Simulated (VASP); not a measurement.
Method: PBE GGA, VASP's PBE PAW potentials (set 64) (plane waves; VASP).

The input files of a VASP run:

**POSCAR**
```
Sc
1.0
  3.3175405450   0.0000000000   0.0000000000
 -1.6587702725   2.8730743030   0.0000000000
  0.0000000000   0.0000000000   5.1593149237
Sc
2
Direct
  0.6666670000   0.3333330000   0.7500000000
  0.3333330000   0.6666670000   0.2500000000
```

KPOINTS:
```
Automatic
0
Gamma
 14 14 8
```

### INCAR
```
SYSTEM = Sc
PREC = Normal; ENCUT = 400; LREAL = .FALSE.
LASPH = .TRUE.
EDIFF = 1E-5; NELM = 100; NELMIN = 4
ALGO = Fast; LMAXMIX = 4
ISMEAR = 1; SIGMA = 0.1
GGA = PE
IBRION = 2; NSW = 20; ISIF = 2
EDIFFG = -0.03
LWAVE = .FALSE.; LCHARG = .FALSE.
```

POTCAR, in this order: Sc_sv (PBE.64 set). Program: vasp_std.

**Question.** What does the run give for the energy per atom (σ→0), band gap (on the k-mesh)?

**Answer.** 
```json
{
 "energy per atom (σ→0)": "-6249 meV/atom",
 "band gap (on the k-mesh)": "none (metal, semimetal or under 0.01 eV)"
}
```

OSZICAR:
```
...
RMM:   9    -0.124947354757E+02   -0.78641E-02   -0.12166E-01  4384   0.238E+00    0.120E-01
RMM:  10    -0.124963168137E+02   -0.15813E-02   -0.21339E-02  4457   0.907E-01    0.609E-02
RMM:  11    -0.124967158574E+02   -0.39904E-03   -0.53571E-03  4217   0.629E-01    0.365E-02
RMM:  12    -0.124968840914E+02   -0.16823E-03   -0.18632E-03  4489   0.277E-01    0.837E-03
RMM:  13    -0.124969422180E+02   -0.58127E-04   -0.52159E-04  3557   0.146E-01    0.121E-02
RMM:  14    -0.124969462225E+02   -0.40045E-05   -0.11937E-04  3154   0.775E-02    0.781E-03
RMM:  15    -0.124969452344E+02    0.98812E-06   -0.45388E-05  2801   0.688E-02
   1 F= -.12496945E+02 E0= -.12497252E+02  d E =-.124969E+02
```

The compound is Sc in the hcp structure. It was relaxed first.
